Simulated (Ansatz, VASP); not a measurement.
# SrB4 in two plane-wave programs

Aim: how closely do two programs agree when they are given the same cell, functional and k mesh? The cell is generated by rule, not measured, and may not be a known phase. The cell is taken from a series of runs on this material, whose earlier steps may have relaxed, scaled, displaced or heated it; both programs get it as it stands.

Method: plane waves, with VASP 6.6.1 beside it; zone-centre phonons at PBEsol, in Ansatz 0.2.0.

The structure was built from a prototype and need not be the compound's stable phase.

## 1. Starting point

It takes space group C2/m (No. 12, monoclinic). The conventional cell has a = 4.487 Å, b = 4.591 Å, c = 5.491 Å, α = 90.00°, β = 109.88°, γ = 90.00°. Nearest to Sr lie 18 B at 2.80 to 3.29 Å and 4 Sr at 3.21 Å. Nearest to B lie 14 B at 1.70 to 3.21 Å and 4 Sr at 2.87 to 3.24 Å. B has 16 B at 1.74 to 3.31 Å and 5 Sr at 2.80 to 3.29 Å nearest. Farther neighbours are not listed.

As a file:

```xyz
5
Lattice="2.2437 -2.2957 -0.0010 2.2437 2.2957 -0.0010 -1.8651 0.0000 5.1650" Properties=species:S:1:pos:R:3 pbc="T T T"
Sr    0.0000    0.0000    0.0000
B     1.3111   -1.4454    2.5815
B     1.3111    1.4454    2.5815
B     0.5876    0.0000    3.2356
B     2.0346    0.0000    1.9275
```

## 2. VASP: zone-centre phonons, PBEsol

Second derivatives magnify differences that forces hide, and they need a tight electronic threshold.

Lines of VASP's logs that name or quote its potential files are left out, and so is its time.

INCAR reads:

```
SYSTEM = SrB4
PREC = Accurate
ENCUT = 500
EDIFF = 1E-08
NELM = 120
ISMEAR = 1
SIGMA = 0.2
LREAL = .FALSE.
ALGO = Normal
GGA = PS
NBANDS = 17
LORBIT = 11
LWAVE = .FALSE.
LCHARG = .FALSE.
ISIF = 2
IBRION = 8
LASPH = .TRUE.
GGA_COMPAT = .FALSE.
KPAR = 2
```

POSCAR reads:

```
SrB4
1.0
    2.2436657353     -2.2957041075     -0.0009759657
    2.2436657353      2.2957041075     -0.0009759657
   -1.8651220116      0.0000000000      5.1649839648
Sr B
1 4
Direct
    0.0000000000      0.0000000000      0.0000000000
    0.8148019348      0.1851980652      0.5000000000
    0.1851980652      0.8148019348      0.5000000000
    0.3913846387      0.3913846387      0.6265903434
    0.6086153613      0.6086153613      0.3734096566
```

KPOINTS reads:

```
Automatic mesh
0
Gamma
12 12 8
0 0 0
```

The projector-augmented-wave data sets are Sr_sv and B (PBE family, release 64).

Run with:

```
$ mpirun -np 2 vasp_std
```

Numbers of over 12 decimals in the logs are rounded to 6 here.

Log:

```text
[banner, memory and clock lines left out]
running    2 mpi-ranks, on    1 nodes
 distrk:  each k-point on    1 cores,    2 groups
 distr:  one band on    1 cores,    1 groups

 POSCAR found type information on POSCAR SrB
 POSCAR found :  2 types and       5 ions
|                                                                             |
|               ----> ADVICE to this user running VASP <----                  |
|                                                                             |
|     You enforced a specific xc type in the INCAR file but a different       |
|     [... a line on the potential file left out ...]
|     I HOPE YOU KNOW WHAT YOU ARE DOING!                                     |
|                                                                             |

 LDA part: xc-table for (Slater+PW92), standard interpolation
 POSCAR, INCAR and KPOINTS ok, starting setup
 FFT: planning ... GRIDC
 FFT: planning ... GRID_SOFT
 FFT: planning ... GRID
 WAVECAR not read
 entering main loop
       N       E                     dE             d eps       ncg     rms          rms(c)
DAV:   1     0.662284033631E+02    0.66228E+02   -0.10884E+04 10880   0.119E+03
DAV:   2    -0.279621961185E+02   -0.94191E+02   -0.92276E+02 14059   0.227E+02
DAV:   3    -0.311798770536E+02   -0.32177E+01   -0.31948E+01 18097   0.364E+01
DAV:   4    -0.312254432366E+02   -0.45566E-01   -0.45552E-01 14661   0.359E+00
DAV:   5    -0.312262027364E+02   -0.75950E-03   -0.75946E-03 16709   0.350E-01    0.193E+01
DAV:   6    -0.300739358384E+02    0.11523E+01   -0.24438E+00 14341   0.781E+00    0.149E+01
DAV:   7    -0.299411234345E+02    0.13281E+00   -0.17665E+00 15306   0.625E+00    0.498E+00
DAV:   8    -0.299155422021E+02    0.25581E-01   -0.61228E-01 14416   0.352E+00    0.691E-01
DAV:   9    -0.299074601829E+02    0.80820E-02   -0.69588E-02 14487   0.116E+00    0.346E-01
DAV:  10    -0.299071863733E+02    0.27381E-03   -0.24102E-03 13872   0.302E-01    0.137E-01
DAV:  11    -0.299071726141E+02    0.13759E-04   -0.51843E-04 15346   0.111E-01    0.601E-02
DAV:  12    -0.299071608261E+02    0.11788E-04   -0.50282E-05 14491   0.427E-02    0.158E-02
DAV:  13    -0.299071596849E+02    0.11412E-05   -0.35717E-06 15580   0.102E-02    0.969E-03
DAV:  14    -0.299071591532E+02    0.53165E-06   -0.31633E-06 14266   0.751E-03    0.521E-03
DAV:  15    -0.299071591676E+02   -0.14365E-07   -0.13498E-07 13332   0.237E-03    0.162E-03
DAV:  16    -0.299071591662E+02    0.13906E-08   -0.66642E-09  9703   0.451E-04
   1 F= -.29907159E+02 E0= -.29907422E+02  d E =0.787371E-03
 Linear response reoptimize wavefunctions to high precision
DAV:   1    -0.299071591660E+02    0.17326E-09   -0.69721E-09 12299   0.419E-04
DAV:   2    -0.299071591660E+02   -0.75033E-11   -0.32400E-10  6279   0.123E-04
 Linear response DOF=           9
 Linear response progress:
  Degree of freedom:   1/  9
       N       E                     dE             d eps       ncg     rms          rms(c)
RMM:   1    -0.270512705765E+00   -0.27051E+00    0.71378E-01 18506   0.399E+00
RMM:   2    -0.268676672454E+00    0.18360E-02   -0.36270E-02 18580   0.812E-01    0.187E-01
RMM:   3    -0.269247623714E+00   -0.57095E-03   -0.34692E-03 24055   0.269E-01    0.146E-01
RMM:   4    -0.269211366355E+00    0.36257E-04   -0.45817E-04 26157   0.106E-01    0.670E-02
RMM:   5    -0.269370304944E+00   -0.15894E-03   -0.63314E-05 25670   0.373E-02    0.136E-02
RMM:   6    -0.269463498607E+00   -0.93194E-04   -0.13154E-05 26782   0.147E-02    0.228E-03
RMM:   7    -0.269459948973E+00    0.35496E-05   -0.81501E-06 27793   0.601E-03    0.152E-03
RMM:   8    -0.269441703383E+00    0.18246E-04   -0.51326E-05 28216   0.287E-03    0.415E-04
RMM:   9    -0.269439273168E+00    0.24302E-05   -0.22473E-05 29198   0.134E-03    0.379E-04
RMM:  10    -0.269437275724E+00    0.19974E-05   -0.11113E-05 28671   0.697E-04    0.859E-05
RMM:  11    -0.269437612645E+00   -0.33692E-06   -0.40757E-06 27840   0.443E-04    0.662E-05
RMM:  12    -0.269437321038E+00    0.29161E-06   -0.10151E-06 28147   0.289E-04    0.912E-06
RMM:  13    -0.269437232176E+00    0.88861E-07   -0.11518E-06 29493   0.209E-04    0.110E-05
RMM:  14    -0.269437329715E+00   -0.97538E-07   -0.66532E-07 28781   0.170E-04    0.677E-06
RMM:  15    -0.269437292667E+00    0.37047E-07   -0.47798E-07 28488   0.152E-04    0.197E-06
RMM:  16    -0.269437287420E+00    0.52474E-08   -0.35722E-07 28437   0.143E-04    0.104E-06
RMM:  17    -0.269437300321E+00   -0.12901E-07   -0.29524E-07 26836   0.138E-04    0.246E-06
RMM:  18    -0.269437286276E+00    0.14045E-07   -0.26251E-07 25925   0.135E-04    0.224E-07
RMM:  19    -0.269437283169E+00    0.31072E-08   -0.24902E-07 24089   0.134E-04    0.209E-07
RMM:  20    -0.269437284156E+00   -0.98775E-09   -0.24267E-07 23054   0.133E-04    0.231E-07
[...]
RMM:  22    -0.327566552575E+00   -0.45175E-08   -0.32185E-07 25132   0.143E-04    0.106E-05
RMM:  23    -0.327566572451E+00   -0.19876E-07   -0.33916E-07 25294   0.142E-04    0.679E-06
RMM:  24    -0.327566593621E+00   -0.21170E-07   -0.35369E-07 24883   0.142E-04    0.286E-06
RMM:  25    -0.327566603061E+00   -0.94401E-08   -0.35924E-07 23215   0.141E-04    0.106E-06
RMM:  26    -0.327566606806E+00   -0.37448E-08   -0.36806E-07 23247   0.141E-04    0.244E-07
[...]
RMM:   7    -0.473230117652E-01    0.10708E-04   -0.33752E-06 24980   0.613E-03    0.555E-04
RMM:   8    -0.473227727650E-01    0.23900E-06   -0.82484E-07 27261   0.231E-03    0.355E-04
RMM:   9    -0.473222759776E-01    0.49679E-06   -0.59237E-08 27712   0.971E-04    0.151E-04
RMM:  10    -0.473219516778E-01    0.32430E-06   -0.20044E-08 28460   0.448E-04    0.547E-05
RMM:  11    -0.473222992422E-01   -0.34756E-06    0.46268E-08 28693   0.240E-04    0.178E-05
RMM:  12    -0.473222591277E-01    0.40114E-07    0.15837E-08 29042   0.144E-04    0.144E-05
RMM:  13    -0.473222553997E-01    0.37280E-08    0.11133E-08 29554   0.105E-04    0.315E-06
 first order change of Fermi-energy  -0.24521E+00
 force on displaced ion       2 direction 2 :   0.000 -28.341   0.000
 Linear response progress:
  Degree of freedom:   6/  9
       N       E                     dE             d eps       ncg     rms          rms(c)
RMM:   1    -0.492691282454E-01   -0.49269E-01    0.11835E-02 48105   0.105E+00
RMM:   2    -0.464633446283E-01    0.28058E-02   -0.28253E-03 36154   0.256E-01    0.203E-01
RMM:   3    -0.464239137989E-01    0.39431E-04   -0.73433E-04 38388   0.115E-01    0.110E-01
RMM:   4    -0.467059496572E-01   -0.28204E-03   -0.23449E-04 38734   0.688E-02    0.316E-02
RMM:   5    -0.467864632535E-01   -0.80514E-04   -0.40299E-05 44655   0.249E-02    0.860E-03
RMM:   6    -0.467607368731E-01    0.25726E-04   -0.64327E-06 45873   0.994E-03    0.130E-03
RMM:   7    -0.467601266058E-01    0.61027E-06   -0.14045E-06 48806   0.403E-03    0.896E-04
RMM:   8    -0.467595107681E-01    0.61584E-06   -0.23677E-07 50261   0.181E-03    0.394E-04
RMM:   9    -0.467593751302E-01    0.13564E-06   -0.26515E-07 50733   0.895E-04    0.151E-04
RMM:  10    -0.467596699025E-01   -0.29477E-06   -0.96162E-08 50696   0.495E-04    0.781E-05
RMM:  11    -0.467596034388E-01    0.66464E-07   -0.69315E-08 53720   0.255E-04    0.450E-05
RMM:  12    -0.467595684614E-01    0.34977E-07   -0.38957E-08 51704   0.150E-04    0.134E-05
RMM:  13    -0.467595617719E-01    0.66895E-08   -0.20352E-08 53543   0.106E-04    0.891E-06
 first order change of Fermi-energy   0.72801E-04
 force on displaced ion       2 direction 3 :   1.825  -0.000  -6.549
 Linear response progress:
  Degree of freedom:   7/  9
       N       E                     dE             d eps       ncg     rms          rms(c)
RMM:   1    -0.460921135161E-01   -0.46092E-01    0.26731E-02 27105   0.112E+00
RMM:   2    -0.431581506442E-01    0.29340E-02   -0.28998E-03 20058   0.270E-01    0.184E-01
RMM:   3    -0.430266860219E-01    0.13146E-03   -0.91415E-04 20408   0.134E-01    0.955E-02
RMM:   4    -0.434375986108E-01   -0.41091E-03   -0.52325E-04 20059   0.986E-02    0.174E-02
RMM:   5    -0.434491934407E-01   -0.11595E-04   -0.46065E-05 23040   0.289E-02    0.546E-03
RMM:   6    -0.434561197352E-01   -0.69263E-05   -0.93593E-06 25256   0.102E-02    0.254E-03
RMM:   7    -0.434477314554E-01    0.83883E-05   -0.19357E-06 25877   0.479E-03    0.123E-03
RMM:   8    -0.434485367635E-01   -0.80531E-06   -0.33568E-07 26360   0.235E-03    0.507E-04
RMM:   9    -0.434483277634E-01    0.20900E-06   -0.15776E-08 27757   0.107E-03    0.278E-04
RMM:  10    -0.434486358130E-01   -0.30805E-06    0.56254E-08 27797   0.520E-04    0.507E-05
RMM:  11    -0.434487933619E-01   -0.15755E-06    0.42210E-08 28964   0.262E-04    0.502E-05
RMM:  12    -0.434488117671E-01   -0.18405E-07   -0.27289E-08 28487   0.148E-04    0.921E-06
RMM:  13    -0.434487987330E-01    0.13034E-07   -0.38319E-09 28717   0.102E-04    0.115E-05
RMM:  14    -0.434487918172E-01    0.69158E-08   -0.18461E-08 28562   0.811E-05    0.204E-06
 first order change of Fermi-energy  -0.28163E+00
 force on displaced ion       4 direction 1 : -13.419   0.000  -0.917
 Linear response progress:
  Degree of freedom:   8/  9
       N       E                     dE             d eps       ncg     rms          rms(c)
RMM:   1    -0.494453704046E-01   -0.49445E-01    0.12991E-02 47974   0.112E+00
RMM:   2    -0.459171278152E-01    0.35282E-02   -0.29621E-03 35120   0.271E-01    0.186E-01
RMM:   3    -0.456134429569E-01    0.30368E-03   -0.11011E-03 34702   0.145E-01    0.918E-02
RMM:   4    -0.460732470350E-01   -0.45980E-03   -0.68402E-04 34605   0.109E-01    0.174E-02
RMM:   5    -0.460784930650E-01   -0.52460E-05   -0.41049E-05 39559   0.290E-02    0.528E-03
RMM:   6    -0.461094776247E-01   -0.30985E-04   -0.97577E-06 43375   0.111E-02    0.243E-03
RMM:   7    -0.460884554144E-01    0.21022E-04   -0.21345E-06 42917   0.584E-03    0.830E-04
RMM:   8    -0.460913246235E-01   -0.28692E-05   -0.55633E-07 48064   0.237E-03    0.356E-04
RMM:   9    -0.460912942555E-01    0.30368E-07    0.38999E-08 49675   0.990E-04    0.106E-04
RMM:  10    -0.460912900189E-01    0.42366E-08   -0.48165E-08 50591   0.470E-04    0.379E-05
 first order change of Fermi-energy   0.68164E-04
 force on displaced ion       4 direction 2 :  -0.002 -17.977  -0.005
 Linear response progress:
  Degree of freedom:   9/  9
       N       E                     dE             d eps       ncg     rms          rms(c)
RMM:   1    -0.473130107143E-01   -0.47313E-01   -0.51188E-03 26286   0.931E-01
RMM:   2    -0.456393029904E-01    0.16737E-02   -0.16775E-03 20190   0.209E-01    0.289E-01
RMM:   3    -0.455026548269E-01    0.13665E-03   -0.76736E-04 20452   0.123E-01    0.125E-01
RMM:   4    -0.457785600448E-01   -0.27591E-03   -0.30107E-04 21343   0.749E-02    0.236E-02
RMM:   5    -0.458332173478E-01   -0.54657E-04   -0.41641E-05 23052   0.270E-02    0.105E-02
RMM:   6    -0.458441548232E-01   -0.10937E-04   -0.74232E-06 25471   0.934E-03    0.417E-03
RMM:   7    -0.458340575167E-01    0.10097E-04   -0.12232E-06 25464   0.413E-03    0.187E-03
RMM:   8    -0.458333495492E-01    0.70797E-06   -0.46536E-07 26020   0.230E-03    0.764E-04
RMM:   9    -0.458328968763E-01    0.45267E-06   -0.35877E-07 27793   0.978E-04    0.291E-04
RMM:  10    -0.458328346205E-01    0.62256E-07   -0.69568E-08 28294   0.471E-04    0.860E-05
RMM:  11    -0.458331480342E-01   -0.31341E-06   -0.15403E-07 28959   0.227E-04    0.378E-05
RMM:  12    -0.458331651602E-01   -0.17126E-07   -0.10278E-08 28440   0.136E-04    0.161E-05
RMM:  13    -0.458331492207E-01    0.15939E-07   -0.48952E-08 29162   0.981E-05    0.117E-05
RMM:  14    -0.458331444819E-01    0.47388E-08   -0.24101E-08 28216   0.800E-05    0.581E-06
 first order change of Fermi-energy  -0.12468E+01
 force on displaced ion       4 direction 3 :  -0.915  -0.000  -9.349
 Linear response finished
```

[end of part 1 of 2]

[Lines on the potential files, build, host, timing and source positions are cut from VASP's logs without a mark.]

[Logs are printed without paths, hosts, clocks, repeated set-up lines and the standing remarks that a program may print on its own settings, such as how far it seeks lower states.]

[Hosts, paths, dates, database ids (printed as entryN), source tags and the programs' standing remarks are cut or masked in the printed files.]
